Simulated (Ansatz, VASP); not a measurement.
## MnCoP4 in two plane-wave programs

Aim: how closely do two programs agree when they are given the same cell, functional and k mesh? The cell is invented: Sites of the MnP2 structure (space group 10) filled with other elements, volume scaled by an estimate. It may not be a known or stable phase.

Program: Ansatz 0.2.0. Level of theory: plane waves, with VASP 6.6.1 beside it; relaxation of cell and atoms at PBE. Results are calculated unless marked as measured.

## (1) The structure

Symmetry: P2/m, No. 10, monoclinic system. The conventional cell has a = 5.007 Å, b = 2.723 Å, c = 5.757 Å, α = 90.00°, β = 90.36°, γ = 90.00°. Co has 6 P at 2.24 to 2.28 Å nearest. Nearest to Mn lie 6 P at 2.28 to 2.36 Å. Nearest to P lie 1 P at 2.21 Å and 2 Co at 2.24 Å and 1 Mn at 2.36 Å. Nearest to P lie 1 P at 2.24 Å and 1 Co at 2.28 Å and 2 Mn at 2.28 Å. Sites of the MnP2 structure (space group 10) filled with other elements, volume scaled by an estimate. Farther neighbours are not listed.

## (2) VASP: relaxation of cell and atoms, PBE

The relaxed volume is the usual yardstick between codes: its relative difference is about their pressure difference at one cell divided by the bulk modulus.

Lines of VASP's logs that name or quote its potential files are left out, and so is its time.

File INCAR:

```
SYSTEM = MnCoP4
PREC = Accurate
ENCUT = 400
EDIFF = 1E-06
NELM = 100
ISMEAR = -1
SIGMA = 0.05
LREAL = .FALSE.
ALGO = Normal
GGA = PE
ISPIN = 2
MAGMOM = 2 4 0 0 0 0
LMAXMIX = 4
LORBIT = 11
LWAVE = .FALSE.
LCHARG = .FALSE.
KPAR = 2
IBRION = 2
NSW = 60
ISIF = 3
EDIFFG = -0.01
```

File POSCAR:

```
MnCoP4
1.0
    5.0072510000      0.0000000000      0.0000000000
    0.0000000000      2.7229410000      0.0000000000
   -0.0365920000      0.0000000000      5.7566200000
Co Mn P
1 1 4
Direct
    0.5000000000      0.5000000000      0.5000000000
    0.0000000000      0.0000000000      0.0000000000
    0.8266965900      0.0000000000      0.3801636300
    0.6653497100      0.5000000000      0.8698737900
    0.3346502900      0.5000000000      0.1301262100
    0.1733034100      0.0000000000      0.6198363700
```

File KPOINTS:

```
Automatic mesh
0
Gamma
5 8 4
0 0 0
```

The projector-augmented-wave data sets are Co, Mn_pv and P (PBE family, release 64).

Run with:

```bash
> mpirun -np 2 vasp_std
```

Numbers of over 12 decimals in the logs are rounded to 6 here.

What it wrote:

```text
[banner, memory and clock lines left out]
running    2 mpi-ranks, on    1 nodes
 distrk:  each k-point on    1 cores,    2 groups
 distr:  one band on    1 cores,    1 groups

 POSCAR found type information on POSCAR CoMnP
 POSCAR found :  3 types and       6 ions
 LDA part: xc-table for (Slater+PW92), standard interpolation
 POSCAR, INCAR and KPOINTS ok, starting setup
 FFT: planning ... GRIDC
 FFT: planning ... GRID_SOFT
 FFT: planning ... GRID
 WAVECAR not read
 entering main loop
       N       E                     dE             d eps       ncg     rms          rms(c)
DAV:   1     0.277265965417E+03    0.27727E+03   -0.17966E+04  6960   0.130E+03
DAV:   2    -0.180913580859E+02   -0.29536E+03   -0.28485E+03  6224   0.340E+02
DAV:   3    -0.419714463941E+02   -0.23880E+02   -0.23045E+02  7736   0.990E+01
DAV:   4    -0.427980125511E+02   -0.82657E+00   -0.82001E+00  7652   0.189E+01
DAV:   5    -0.428225233349E+02   -0.24511E-01   -0.24487E-01  8536   0.334E+00    0.293E+01
DAV:   6    -0.554239058587E+02   -0.12601E+02   -0.14865E+02  7944   0.146E+02    0.387E+01
DAV:   7    -0.404293529413E+02    0.14995E+02   -0.68368E+01  7520   0.116E+02    0.128E+01
DAV:   8    -0.436002361002E+02   -0.31709E+01   -0.37408E+01  9484   0.590E+01    0.229E+01
DAV:   9    -0.405332291809E+02    0.30670E+01   -0.21635E+01  9108   0.404E+01    0.447E+00
DAV:  10    -0.405170937021E+02    0.16135E-01   -0.52687E-01  7376   0.526E+00    0.233E+00
DAV:  11    -0.405089252783E+02    0.81684E-02   -0.64403E-02  9000   0.268E+00    0.145E+00
DAV:  12    -0.405024746893E+02    0.64506E-02   -0.31742E-02  9124   0.180E+00    0.634E-01
DAV:  13    -0.405022185421E+02    0.25615E-03   -0.59945E-03  8432   0.594E-01    0.301E-01
DAV:  14    -0.405024390165E+02   -0.22047E-03   -0.84194E-04  8028   0.261E-01    0.173E-01
DAV:  15    -0.405025664278E+02   -0.12741E-03   -0.38448E-04  9460   0.177E-01    0.109E-01
DAV:  16    -0.405026831698E+02   -0.11674E-03   -0.31939E-04  9544   0.170E-01    0.703E-02
DAV:  17    -0.405028052908E+02   -0.12212E-03   -0.75366E-04  9424   0.250E-01    0.425E-02
DAV:  18    -0.405028389317E+02   -0.33641E-04   -0.46458E-04  9544   0.193E-01    0.211E-02
DAV:  19    -0.405028441898E+02   -0.52581E-05   -0.21778E-05  7060   0.347E-02    0.837E-03
DAV:  20    -0.405028440438E+02    0.14599E-06   -0.99605E-07  4040   0.917E-03
   1 F= -.40502844E+02 E0= -.40493779E+02  d E =-.405028E+02  mag=     0.4247
[...]
2 F= -.40625383E+02 E0= -.40617973E+02  d E =-.122539E+00  mag=     0.2332
[...]
3 F= -.40625881E+02 E0= -.40618543E+02  d E =-.123037E+00  mag=     0.2449
[...]
4 F= -.40630889E+02 E0= -.40623256E+02  d E =-.500820E-02  mag=     0.2159
[...]
5 F= -.40632106E+02 E0= -.40624566E+02  d E =-.622515E-02  mag=     0.2252
[...]
6 F= -.40632679E+02 E0= -.40625242E+02  d E =-.573044E-03  mag=     0.2264
[...]
7 F= -.40632683E+02 E0= -.40625241E+02  d E =-.577519E-03  mag=     0.2264
 curvature:  -0.47 expect dE=-0.147E-03 dE for cont linesearch -0.470E-06
 trial: gam= 0.25199 g(F)=  0.189E-03 g(S)=  0.126E-03 ort =-0.389E-04 (trialstep = 0.916E+00)
 search vector abs. value=  0.391E-03
 bond charge predicted
       N       E                     dE             d eps       ncg     rms          rms(c)
DAV:   1    -0.406329632912E+02   -0.27959E-03   -0.11000E-02  6664   0.770E-01    0.164E-01
DAV:   2    -0.406336522835E+02   -0.68899E-03   -0.71734E-03  8024   0.872E-01    0.289E-01
DAV:   3    -0.406329239162E+02    0.72837E-03   -0.50359E-03  7972   0.655E-01    0.146E-01
DAV:   4    -0.406328099819E+02    0.11393E-03   -0.85587E-04  8616   0.385E-01    0.477E-02
DAV:   5    -0.406327946584E+02    0.15323E-04   -0.64579E-05  8468   0.918E-02    0.170E-02
DAV:   6    -0.406327925218E+02    0.21367E-05   -0.77547E-06  7564   0.265E-02    0.518E-03
DAV:   7    -0.406327922522E+02    0.26956E-06   -0.48828E-07  3668   0.690E-03
   8 F= -.40632792E+02 E0= -.40625398E+02  d E =-.108761E-03  mag=     0.2267
 trial-energy change:   -0.000109  1 .order   -0.000115   -0.000280    0.000050
 step:   0.7624(harm=  0.7766)  dis= 0.00162  next Energy=   -40.632797 (dE=-0.113E-03)
 reached required accuracy - stopping structural energy minimisation
```

Parts of OUTCAR (step 2):

```text
ion  position               nearest neighbor table
   1  0.500  0.500  0.500-   3 2.24   6 2.24   3 2.24   6 2.24   5 2.28   4 2.28
   2  0.000  0.000  0.000-   4 2.28   5 2.28   4 2.28   5 2.28   3 2.36   6 2.36
   3  0.827  0.000  0.380-   6 2.21   1 2.24   1 2.24   2 2.36
   4  0.665  0.500  0.870-   5 2.24   1 2.28   2 2.28   2 2.28
   5  0.335  0.500  0.130-   4 2.24   1 2.28   2 2.28   2 2.28
   6  0.173  0.000  0.620-   3 2.21   1 2.24   1 2.24   2 2.36

  LATTYP: Found a simple monoclinic cell.
 ALAT       =     5.0072510000
 B/A-ratio  =     0.5437995818
 C/A-ratio  =     1.1496799936
 COS(beta)  =    -0.0063563794

 Subroutine GETGRP returns: Found  4 space group operations
 (whereof  4 operations were pure point group operations)

The static configuration has the point symmetry C_2h.

 Found     55 irreducible k-points:

   k-points           NKPTS =     55   k-points in BZ     NKDIM =     55   number of bands    NBANDS=     28

   dimension x,y,z NGX =    36 NGY =   18 NGZ =   40
   dimension x,y,z NGXF=    72 NGYF=   36 NGZF=   80

   ENCUT  =  400.0 eV  29.40 Ry    5.42 a.u.   8.17  4.44  9.39*2*pi/ulx,y,z

   NELECT =      42.0000    total number of electrons

 k-points in reciprocal lattice and weights: Automatic mesh
   0.00000000  0.00000000  0.00000000       0.006
   0.20000000  0.00000000  0.00000000       0.013
   0.40000000  0.00000000  0.00000000       0.013
   0.00000000  0.12500000  0.00000000       0.013
   0.20000000  0.12500000  0.00000000       0.025
   0.40000000  0.12500000  0.00000000       0.025
   0.00000000  0.25000000  0.00000000       0.013
   0.20000000  0.25000000  0.00000000       0.025
   0.40000000  0.25000000  0.00000000       0.025
[...]
0.20000000  0.50000000  0.50000000       0.013
   0.40000000  0.50000000  0.50000000       0.013

 average (electrostatic) potential at core
       1 -78.9450       2 -64.6175       3 -79.3012       4 -79.0628       5 -79.0628
       6 -79.3012

 E-fermi :   9.7667

 spin component 1
 k-point     1 :       0.0000    0.0000    0.0000
  band No.  band energies     occupation
    ...
     17       8.4289      1.00000
     18       8.5614      1.00000
     19       8.8731      1.00000
     20       9.1417      1.00000
     21       9.3984      0.99937
     22      11.5523      0.00000
     23      12.0313      0.00000
     24      14.0037      0.00000
     25      14.0288      0.00000
     26      14.6442      0.00000
    ...

 k-point     2 :       0.2000    0.0000    0.0000
  band No.  band energies     occupation
    ...
     17       8.4368      1.00000
     18       8.5594      1.00000
     19       8.8178      1.00000
     20       9.0630      1.00000
     21       9.3833      0.99953
     22      11.6073      0.00000
     23      12.3702      0.00000
     24      13.7903      0.00000
     25      14.0763      0.00000
     26      14.2346      0.00000
    ...

 k-point     3 :       0.4000    0.0000    0.0000
  band No.  band energies     occupation
    ...
     17       8.3939      1.00000
     18       8.5480      1.00000
     19       8.7466      1.00000
     20       8.8553      1.00000
     21       9.3613      0.99970
     22      12.1998      0.00000
     23      13.1252      0.00000
     24      13.2322      0.00000
     25      13.6590      0.00000
     26      14.0208      0.00000
    ...

 k-point     4 :       0.0000    0.1250    0.0000
  band No.  band energies     occupation
    ...
     17       8.4057      1.00000
     18       8.4095      1.00000
     19       8.7118      1.00000
     20       9.0317      1.00000
     21       9.1672      0.99999
     22      10.5873      0.00000
     23      11.5429      0.00000
     24      12.3211      0.00000
     25      13.5664      0.00000
     26      14.5642      0.00000
    ...

 k-point     5 :       0.2000    0.1250    0.0000
  band No.  band energies     occupation
    ...
     17       8.3180      1.00000
     18       8.4518      1.00000
     19       8.6556      1.00000
     20       9.0639      1.00000
     21       9.1671      0.99999
     22      10.8682      0.00000
     23      11.6491      0.00000
     24      12.5392      0.00000
     25      13.6415      0.00000
     26      14.0019      0.00000
    ...

 k-point     6 :       0.4000    0.1250    0.0000
  band No.  band energies     occupation
    ...
     17       8.3506      1.00000
     18       8.5337      1.00000
     19       8.7530      1.00000
     20       8.9550      1.00000
     21       9.1599      0.99999
     22      11.5519      0.00000
     23      12.2261      0.00000
     24      12.5893      0.00000
     25      13.1908      0.00000
     26      13.4617      0.00000
    ...

  Total       -0.0007500     -0.0011831     -0.0084815      0.0000000      0.0000000     -0.0210835
  in kB       -0.0155179     -0.0244777     -0.1754836      0.0000000      0.0000000     -0.4362206
  external PRESSURE =      -0.0718264 kB  Pullay stress =       0.0000000 kB

  energy-cutoff  :      400.00
  volume of cell :       77.44
      direct lattice vectors                 reciprocal lattice vectors
     5.002366212  0.000000000  0.012215770     0.199903460  0.000000000  0.000792837
     0.000000000  2.723595849  0.000000000     0.000000000  0.367161670  0.000000000
    -0.022541740  0.000000000  5.683606656    -0.000429652  0.000000000  0.175942914

 POSITION                                       TOTAL-FORCE (eV/Angst)
 -----------------------------------------------------------------------------------
      2.48991      1.36180      2.84791        -0.000000     -0.000000      0.000000
     -0.02254      2.72360      5.68361        -0.000000     -0.000000      0.000000
      4.14480      0.00000      2.10297         0.001445     -0.000000      0.006427
      3.33369      1.36180      4.96276         0.008117     -0.000000      0.003999
      1.64614      1.36180      0.73306        -0.008117      0.000000     -0.003999
      0.83502      2.72360      3.59285        -0.001445     -0.000000     -0.006427
 -----------------------------------------------------------------------------------
    total drift:                                0.000000      0.000000      0.000000

  FREE ENERGIE OF THE ION-ELECTRON SYSTEM (eV)
  ---------------------------------------------------
  free  energy   TOTEN  =       -40.6327922522 eV

  energy  without entropy=      -40.6180034537  energy(sigma->0) =      -40.62539785

 reached required accuracy - stopping structural energy minimisation

 total charge
# of ion       s       p       d       tot
------------------------------------------
    1        0.467   0.681   7.459   8.607
    2        0.363   6.458   5.346  12.167
    3        1.057   1.380   0.000   2.437
    4        1.050   1.405   0.000   2.454
    5        1.050   1.405   0.000   2.454
    6        1.057   1.380   0.000   2.437
--------------------------------------------------
tot          5.045  12.707  12.804  30.556

 magnetization (x)
# of ion       s       p       d       tot
------------------------------------------
    1       -0.004   0.000  -0.254  -0.258
    2        0.003   0.006   0.532   0.540
    3       -0.002  -0.002   0.000  -0.005
    4       -0.003  -0.012   0.000  -0.015
    5       -0.003  -0.012   0.000  -0.015
    6       -0.002  -0.002   0.000  -0.005
--------------------------------------------------
tot         -0.011  -0.023   0.277   0.243

[... 6 further parts left out ...]
```

The run keeps the 4 symmetry operations of its start, so it cannot find a distortion of lower symmetry.

(Continued in part 2 of 2.)

[Lines on the potential files, build, host, timing and source positions are cut from VASP's logs without a mark.]

[Logs are printed without paths, hosts, clocks, repeated set-up lines and the standing remarks that a program may print on its own settings, such as how far it seeks lower states.]

[Hosts, paths, dates, database ids (printed as entryN), source tags and the programs' standing remarks are cut or masked in the printed files.]
